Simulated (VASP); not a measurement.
A convergence study with VASP on Rh (space group Fm-3m): a few settings are varied, all else stays as given below, so the limit is that of these other settings.

```yaml
crystal:
  lattice:
    - [0.00000, 1.90950, 1.90950]
    - [1.90950, 0.00000, 1.90950]
    - [1.90950, 1.90950, 0.00000]
  atoms:
    - { symbol: Rh, position: [0.00000, 0.00000, 0.00000] }
```

Level of theory: PBE GGA, VASP's PBE PAW potentials (set 64) (plane waves; VASP). The last row used: 300 eV cut-off, 22×22×22 Γ-centred mesh, tetrahedra with Blöchl corrections, potentials Rh_pv.

```csv
setting,E (eV/atom),pressure (GPa),irreducible k-points
6×6×6 mesh,-7.1548,3.99,16
8×8×8 mesh,-7.2302,2.70,29
9×9×9 mesh,-7.2401,1.81,35
12×12×12 mesh,-7.2575,1.80,72
14×14×14 mesh,[?],[?],104
18×18×18 mesh,[?],[?],195
22×22×22 mesh,-7.2634,1.78,328
```

Problem. What belongs in the gaps?

Solution. 
- 18×18×18 mesh, E (eV/atom): -7.2621
- 18×18×18 mesh, pressure (GPa): 1.76
- 14×14×14 mesh, E (eV/atom): -7.2593
- 14×14×14 mesh, pressure (GPa): 1.86

Left out are rungs that failed or repeat a setting and relaxations that didn't move; long series are thinned to 24 rows.

The structure is a typed Rh crystal (space group no. 225). The cell was not relaxed at this level.
